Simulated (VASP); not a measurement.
Consider the following.

```xyz
2
Lattice="0.0000 2.1402 2.1402 2.1402 0.0000 2.1402 2.1402 2.1402 0.0000" Properties=species:S:1:pos:R:3 pbc="T T T"
Li     0.0000     0.0000     0.0000
H      1.0701     1.0701     1.0701
```

Level of theory: r2SCAN meta-GGA, VASP's PBE PAW potentials (set 64) (plane waves; VASP 6.6.1). Run with 520 eV cut-off, 12×12×12 Γ-centred mesh, tetrahedra with Blöchl corrections, potentials Li_sv H.

### Question
Predict the energy per atom (σ→0), band gap (over mesh and band path) with the smallest direct gap where there is one.

### Answer

```
Item                                                           Result
---------------------------------------------  ----------------------
band gap (over mesh and band path)                            4.80 eV
smallest direct gap (over mesh and band path)                 5.86 eV
energy per atom (σ→0)                          -323.7 kJ/mol of atoms
```

Total energies compare only between runs with the same potentials, cut-off and functional.

The structure was generated: LiH was put into the zinc blende type (F-43m), which need not be its known phase. It was relaxed first, which changed the volume by +58 %.
